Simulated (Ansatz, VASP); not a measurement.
# Cross-check of K between VASP and Ansatz

Wanted: the spread between two codes on one cell, functional and k mesh. The cell is taken from a series of runs on this material, whose earlier steps may have relaxed, scaled, displaced or heated it; both programs get it as it stands.

Main program and level: Ansatz 0.2.0; plane waves, with VASP 6.6.1 beside it; single point at PBEsol.

## (1) The starting structure

The structure is cubic, space group Im-3m (No. 229). Conventional cell: a = 5.210 Å, b = 5.210 Å, c = 5.210 Å, α = 90.00°, β = 90.00°, γ = 90.00°. Nearest to K lie 8 K at 4.51 Å.

## (2) Ansatz: single point, PBEsol

Ansatz runs on its default PAW (the set named soft_2) files.

A single point gives forces, pressure and levels at one fixed geometry, so differences don't come from the geometry; what else differs is listed under the comparison.

input.yaml reads:

```yaml
crystal:
  lattice:
    - [-2.6049319, 2.6049319, 2.6049319]
    - [2.6049319, -2.6049319, 2.6049319]
    - [2.6049319, 2.6049319, -2.6049319]
  atoms:
    - { symbol: K, position: [0.0, 0.0, 0.0] }
hamiltonian:
  xc: pbesol
  pseudopotentials: { kind: paw }
kpoints:
  mp_grid: { grid: [9, 9, 9] }
scf:
  occupations: { method: methfessel_paxton, width: 0.15 }
  n_extra_bands: 4
output:
  forces: true
  stress: true
  eigenvalues: true
```

On the command line:

```bash
ansatz run input.yaml --threads 2 --pin off --max-ram 4608MiB --backend cpu --events-out ev --progress --plain --runs-dir out
```

Numbers of over 12 decimals in the logs are rounded to 6 here.

Log:

```text
scf.n_extra_bands = 4 over 5 filled bands (N_el = 9.0): the run solves 9 bands
Engine: ansatz 0.2.0, aarch64-unknown-linux-gnu
Pseudopotentials: kind: paw
Pseudopotential: K, paw, valence charge 9, recommended cutoff 420 eV (normal), K.paw.azcp
Functional definition: PBEsol
  exchange = pbesol_x
  correlation = pbesol_c
Crystal: 1 atoms, lattice volume = 70.705 Å³
Basis set: ecut = 420 eV, 1409 PW (Γ), exchange–correlation on 64×64×64 points (8 copies of the dense FFT grid, shifted against one another)
Bands: 9, of which v1, the nominal top of the filled ones, is band 5 counted from 1 (4 counted from 0)
Symmetry: 48 space group operations
Space group: Im-3m (ITA 229), of the structure as read, at distance tolerance 4.1e-5 Å
k-points: 35 of 729
Non-local potential: K, projectors of the file, l = 0: 3, l = 1: 2, l = 2: 2
PAW form: soft (Blöchl's): semilocal exchange-correlation on the pseudo side does not see the compensation charge
PAW frozen core: K, regenerated for the run's functional, and the local potential with it (the file was generated under x = pbe(κ = 0.804, μ = 0.219515), c = pbe(β = 0.066725))
PAW one-centre angular grid: K, 110 points (default); XC on 64 Gauss nodes
Initial density: superposition of atomic densities (neutral atoms: chi_scale 0, normalization atom), corrected by the library's trained network
Initial wavefunctions: pseudopotential atomic-orbital guess
Functional: x = pbesol(κ = 0.804, μ = 0.123457), c = pbesol(β = 0.046)
SCF iter   1: F=—  HF=-1516.031761 eV  |F-HF|=—  |Δ(HF+E_count)|=         —  Δρ=1.25e-3  dr2=6.10e-4  ethr=1.77e-3  ⟨swp⟩=5.0  Hψ=2226  notcnv=0
preconditioner: auto → none  [insulator: Δε(μ)=0.109 eV  Ē_g=4.130 eV  σ=0.150 eV  W_gap=0.56  n_scr=12 (ndim 8)  ℏωp=4.4 eV  f_vac=0.000  D(μ)=0.64/eV (n_scr^D=0)  ε∞_Penn≈2.1]
SCF iter   2: F=—  HF=-1516.031328 eV  |F-HF|=—  |Δ(HF+E_count)|=   4.33e-4  S|Δr|=    0.00e0  Δρ=4.60e-4  dr2=3.20e-5  ethr=6.78e-6  ⟨swp⟩=2.1  Hψ=738  notcnv=0
SCF iter   3: F=—  HF=-1516.031348 eV  |F-HF|=—  |Δ(HF+E_count)|=   2.02e-5  S|Δr|=    0.00e0  Δρ=2.07e-4  dr2=6.54e-6  ethr=3.56e-7  ⟨swp⟩=1.7  Hψ=343  notcnv=0
SCF iter   4: F=-1516.031354 eV  HF=-1516.031354 eV  |F-HF|=8.48e-11  |Δ(HF+E_count)|=   6.34e-6  S|Δr|=    0.00e0  Δρ=7.07e-6  dr2=2.10e-8  ethr=1.11e-9  ⟨swp⟩=4.5  Hψ=1862  notcnv=0
SCF 1 converged in 4 iterations: F = -1516.031354 eV  dr2 = 2.10e-8
  greatest PAW one-centre occupation: 0.987 electrons in one spin orbital (limit 2), on the K atom at site 0 (counted from 0), in its partial waves of l = 0
SCF converged after 4 iterations
Stability not checked: this state was not tested for a lower state beside it, because cold or Methfessel-Paxton smearing, or corrected tetrahedra, fill the levels in a way that the test cannot read (fill_not_monotonic; see scf.lower_state_search)
Free energy (F): -1516.031354 eV
Harris-Foulkes:  -1516.031354 eV  (|F-HF|=8.48e-11)
Internal energy: -1516.031370 eV  (E = F + TS)
E sigma→0 (E₀):  -1516.031358 eV
Entropy (-TS):   0.000016 eV (0.016 meV/atom)
Fermi energy:    1.883037 eV
--- Per-component energies (eV) ---
  E_band       = -140.973774
  E_kinetic    = 251.961845
  E_local      = -745.847503  (includes V_loc(G=0)·N_el)
  E_nonlocal   = 13.829500
  E_hartree    = 265.100691
  E_xc         = -131.996838
  E_vxc        = -161.701943  (∫ρ·V_xc dr)
  E_paw        = -761.815704  (= ΣΔE_a)
  E_vpaw       = -29.420354  (= ΣTr[D̂ρ^β])
  E_aug_tail   = -0.000003  (compensation charges beyond the density's cutoff)
  E_ewald      = -407.371244
  E_core_change = 0.107885  (= ΣΔE_core)
  E_smearing   = 0.000016  (= −TS)
  E_closure    = -0.000000  (closes the sum)
  Σ components = -1516.031354   (vs F -1516.031354, Δ=0.00e0)
--- Forces (eV/Å), atoms counted from 1 ---
  atom   1  K     -0.00000000     0.00000000     0.00000000
  max |Σ_I F_I| component: 1.75e-32 eV/Å
--- Stress (GPa, compression-positive) ---
        0.002986       0.000000      -0.000000
       -0.000000       0.002986       0.000000
        0.000000      -0.000000       0.002986
  P = ⅓ Tr σ = 0.0030 GPa (0.030 kbar)
--- Band table (eV; the first three rows and the last of 35) ---
  k-point 0: bands = ["-30.0949", "-13.6045", "-13.6045", "-13.6045", "-0.3409", "6.1983", "6.1983", "6.1983", "7.1299"]
  k-point 1: bands = ["-30.0943", "-13.6139", "-13.6076", "-13.6045", "-0.1827", "5.9444", "6.0042", "6.3252", "6.9135"]
  k-point 2: bands = ["-30.0928", "-13.6375", "-13.6154", "-13.6045", "0.2784", "5.0891", "5.6122", "6.6990", "6.9213"]
  k-point 34: bands = ["-30.0861", "-13.6609", "-13.6594", "-13.6594", "3.3481", "3.5915", "5.4143", "5.4209", "5.4209"]
```

The run ends at a pressure of 0.00 GPa.

## (3) VASP: single point, PBEsol

The same cell, functional, mesh and smearing now go to VASP, with its own data sets and cutoff.

Lines of VASP's logs that name or quote its potential files are left out, and so is its time.

INCAR reads:

```
SYSTEM = K
PREC = Accurate
ENCUT = 520
EDIFF = 1E-06
NELM = 100
ISMEAR = 1
SIGMA = 0.15
LREAL = .FALSE.
ALGO = Normal
GGA = PS
NBANDS = 10
LORBIT = 11
LWAVE = .FALSE.
LCHARG = .FALSE.
KPAR = 2
ISIF = 2
```

POSCAR reads:

```
K
1.0
   -2.6049319000      2.6049319000      2.6049319000
    2.6049319000     -2.6049319000      2.6049319000
    2.6049319000      2.6049319000     -2.6049319000
K
1
Direct
    0.0000000000      0.0000000000      0.0000000000
```

KPOINTS reads:

```
Automatic mesh
0
Gamma
9 9 9
0 0 0
```

PAW data sets: K_sv_GW (PBE family, release 64).

On the command line:

```bash
mpirun -np 2 vasp_std
```

Log:

```text
[banner, memory and clock lines left out]
running    2 mpi-ranks, on    1 nodes
 distrk:  each k-point on    1 cores,    2 groups
 distr:  one band on    1 cores,    1 groups

 POSCAR found type information on POSCAR K
 POSCAR found :  1 types and       1 ions
|                                                                             |
|               ----> ADVICE to this user running VASP <----                  |
|                                                                             |
|     You enforced a specific xc type in the INCAR file but a different       |
|     [... a line on the potential file left out ...]
|     I HOPE YOU KNOW WHAT YOU ARE DOING!                                     |
|                                                                             |

 LDA part: xc-table for (Slater+PW92), standard interpolation
 POSCAR, INCAR and KPOINTS ok, starting setup
 FFT: planning ... GRIDC
 FFT: planning ... GRID_SOFT
 FFT: planning ... GRID
 WAVECAR not read
 entering main loop
       N       E                     dE             d eps       ncg     rms          rms(c)
DAV:   1     0.878517704852E+02    0.87852E+02   -0.30316E+03   700   0.648E+02
DAV:   2     0.224657176501E+01   -0.85605E+02   -0.80250E+02  1150   0.213E+02
DAV:   3    -0.343859753961E+01   -0.56852E+01   -0.56762E+01   884   0.643E+01
DAV:   4    -0.359183689277E+01   -0.15324E+00   -0.15321E+00  1184   0.142E+01
DAV:   5    -0.359259960965E+01   -0.76272E-03   -0.76269E-03   984   0.826E-01    0.906E+00
DAV:   6    -0.355591978859E+01    0.36680E-01   -0.48686E-02  1192   0.175E+00    0.565E+00
DAV:   7    -0.354374823214E+01    0.12172E-01   -0.60794E-02  1202   0.171E+00    0.246E-01
DAV:   8    -0.354301267418E+01    0.73556E-03   -0.42437E-03  1182   0.764E-01    0.107E-01
DAV:   9    -0.354307022857E+01   -0.57554E-04   -0.51969E-05   836   0.739E-02    0.770E-02
DAV:  10    -0.354306845808E+01    0.17705E-05   -0.57123E-05  1198   0.520E-02    0.799E-03
DAV:  11    -0.354306835794E+01    0.10014E-06   -0.67306E-07   812   0.557E-03
   1 F= -.35430684E+01 E0= -.35430771E+01  d E =0.263574E-04
```

OUTCAR, selected parts (step 3):

```text
ion  position               nearest neighbor table
   1  0.000  0.000  0.000-

  LATTYP: Found a body centered cubic cell.
 ALAT       =     5.2098638000

 Subroutine GETGRP returns: Found 48 space group operations
 (whereof 48 operations were pure point group operations)

The static configuration has the point symmetry O_h .

 Found     35 irreducible k-points:

   k-points           NKPTS =     35   k-points in BZ     NKDIM =     35   number of bands    NBANDS=     10

   dimension x,y,z NGX =    36 NGY =   36 NGZ =   36
   dimension x,y,z NGXF=    72 NGYF=   72 NGZF=   72

   ENCUT  =  520.0 eV  38.22 Ry    6.18 a.u.   8.39  8.39  8.39*2*pi/ulx,y,z

   NELECT =       9.0000    total number of electrons

 k-points in reciprocal lattice and weights: Automatic mesh
   0.00000000  0.00000000  0.00000000       0.001
   0.11111111  0.00000000  0.00000000       0.016
   0.22222222  0.00000000  0.00000000       0.016
   0.33333333  0.00000000  0.00000000       0.016
   0.44444444  0.00000000  0.00000000       0.016
   0.11111111  0.11111111  0.00000000       0.033
   0.22222222  0.11111111  0.00000000       0.066
   0.33333333  0.11111111  0.00000000       0.066
   0.44444444  0.11111111  0.00000000       0.033
[...]
-0.44444444 -0.44444444  0.33333333       0.011
  -0.44444444  0.44444444  0.44444444       0.008

 average (electrostatic) potential at core
       1 -84.0299

 E-fermi :   1.0913

 k-point     1 :       0.0000    0.0000    0.0000
  band No.  band energies     occupation
      1     -30.8862      2.00000
      2     -14.3909      2.00000
      3     -14.3909      2.00000
      4     -14.3909      2.00000
      5      -1.1300      2.00000
      6       5.4070      0.00000
      7       5.4070      0.00000
      8       5.4070      0.00000
      9       6.3388      0.00000
     10       6.3388      0.00000

 k-point     2 :       0.1111    0.0000    0.0000
  band No.  band energies     occupation
      1     -30.8857      2.00000
      2     -14.4003      2.00000
      3     -14.3940      2.00000
      4     -14.3909      2.00000
      5      -0.9720      2.00000
      6       5.1530      0.00000
      7       5.2130      0.00000
      8       5.5336      0.00000
      9       6.1225      0.00000
     10       6.3032      0.00000

 k-point     3 :       0.2222    0.0000    0.0000
  band No.  band energies     occupation
      1     -30.8842      2.00000
      2     -14.4240      2.00000
      3     -14.4019      2.00000
      4     -14.3909      2.00000
      5      -0.5115      2.00000
      6       4.2974      0.00000
      7       4.8212      0.00000
      8       5.9065      0.00000
      9       6.1300      0.00000
     10       6.2833      0.00000

  Total       -0.0100468     -0.0100468     -0.0100468      0.0000000      0.0000000     -0.0000000
  in kB       -0.2276624     -0.2276624     -0.2276624      0.0000000      0.0000000     -0.0000000
  external PRESSURE =      -0.2276624 kB  Pullay stress =       0.0000000 kB

  energy-cutoff  :      520.00
  volume of cell :       70.70
      direct lattice vectors                 reciprocal lattice vectors
    -2.604931900  2.604931900  2.604931900     0.000000000  0.191943597  0.191943597
     2.604931900 -2.604931900  2.604931900     0.191943597  0.000000000  0.191943597
     2.604931900  2.604931900 -2.604931900     0.191943597  0.191943597  0.000000000

 POSITION                                       TOTAL-FORCE (eV/Angst)
 -----------------------------------------------------------------------------------
      0.00000      0.00000      0.00000         0.000000      0.000000      0.000000
 -----------------------------------------------------------------------------------
    total drift:                               -0.000000      0.000000      0.000000

  FREE ENERGIE OF THE ION-ELECTRON SYSTEM (eV)
  ---------------------------------------------------
  free  energy   TOTEN  =        -3.5430683579 eV

  energy  without entropy=       -3.5430947154  energy(sigma->0) =       -3.54307714

 total charge
# of ion       s       p       d       tot
------------------------------------------
    1        2.255   5.833   0.009   8.097

[... 3 further parts left out ...]
```

This run has no spin polarisation. Its electron count is odd, so without a moment it is a metal by construction.

## (4) Differences

Known differences besides the potentials themselves: the cutoff is 420 eV in Ansatz and 520 eV in VASP; Ansatz makes its cores anew for this functional, VASP keeps those of its PBE data sets; VASP leaves aspherical gradient terms in its spheres out (LASPH is not set), Ansatz keeps them. Total energies have different zeros and are not compared.

Compared:

```csv
quantity,Ansatz,VASP,difference
pressure (GPa),0.00,-0.02,+0.03
```

## (5) Summary of results

```
difference in pressure (single point, PBEsol) : 0.026 GPa
```

The difference in pressure is 0.026 GPa (single point, PBEsol), within the 1 GPa picked in this series as the mark of a large difference. How closely two codes agree says nothing of how well the functional describes the real material.

[Lines on the potential files, build, host, timing and source positions are cut from VASP's logs without a mark.]

[Logs are printed without paths, hosts, clocks, repeated set-up lines and the standing remarks that a program may print on its own settings, such as how far it seeks lower states.]

[Hosts, paths, dates, database ids (printed as entryN), source tags and the programs' standing remarks are cut or masked in the printed files.]
